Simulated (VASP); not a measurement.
Level of theory: PBE GGA, VASP's PBE PAW potentials (set 64) (plane waves; VASP).

VASP ran on this input.

INCAR:
```
ALGO=Normal
EDIFF=1E-6
EDIFFG=-0.02
ENCUT=500
GGA=PE
IBRION=2
ISIF=3
ISMEAR=1
LASPH=.TRUE.
LCHARG=.FALSE.
LMAXMIX=4
LREAL=.FALSE.
LWAVE=.FALSE.
NELM=100
NSW=40
PREC=Accurate
PSTRESS=50
SIGMA=0.1
SYSTEM=Tl
```

File KPOINTS:
```
kpoints
0
Gamma
12 12 7
```

**POSCAR**
```
Tl
1.0
  1.8137400397  -3.1414900189   0.0000000000
  1.8137400397   3.1414900189   0.0000000000
  0.0000000000   0.0000000000   5.5161440849
Tl
2
Cartesian
  1.8137400397   1.0471654340   1.3790360212
  1.8137400397  -1.0471654340   4.1371080637
```

POTCAR, in this order: Tl_d (PBE.64 set). Program: vasp_std.

Energy and stress use the plane-wave basis of the starting cell. Unless said otherwise, spin-orbit coupling is left out, though it shifts the bands of the heavy elements here.

Problem. Predict the energy per atom (σ→0), volume per atom, band gap (on the k-mesh).

Solution. 
| Property | Value |
|---|---|
| energy per atom (σ→0) | -2.175 eV/atom |
| band gap (on the k-mesh) | none (metal, semimetal or under 0.01 eV) |
| volume per atom | 27.53 Å³/atom |

File OSZICAR:
```
...
   8 F= -.26319983E+01 E0= -.26320354E+01  d E =-.336483E-04
       N       E                     dE             d eps       ncg     rms          rms(c)
DAV:   1    -0.435132788602E+01   -0.45551E-02   -0.21226E-02  2600   0.135E+00    0.192E-01
DAV:   2    -0.435032766872E+01    0.10002E-02   -0.21288E-03  2597   0.402E-01    0.635E-02
DAV:   3    -0.435019068511E+01    0.13698E-03   -0.47101E-04  2598   0.194E-01    0.482E-02
DAV:   4    -0.435018127670E+01    0.94084E-05   -0.22380E-05  2649   0.287E-02    0.591E-03
DAV:   5    -0.435018076060E+01    0.51610E-06   -0.69013E-06  2572   0.231E-02
   9 F= -.26320342E+01 E0= -.26320695E+01  d E =-.694645E-04
```

The compound is Tl in the hcp structure. This run relaxes it under an external pressure of 5 GPa. Symmetry was kept, so distortions that lower it aren't found.
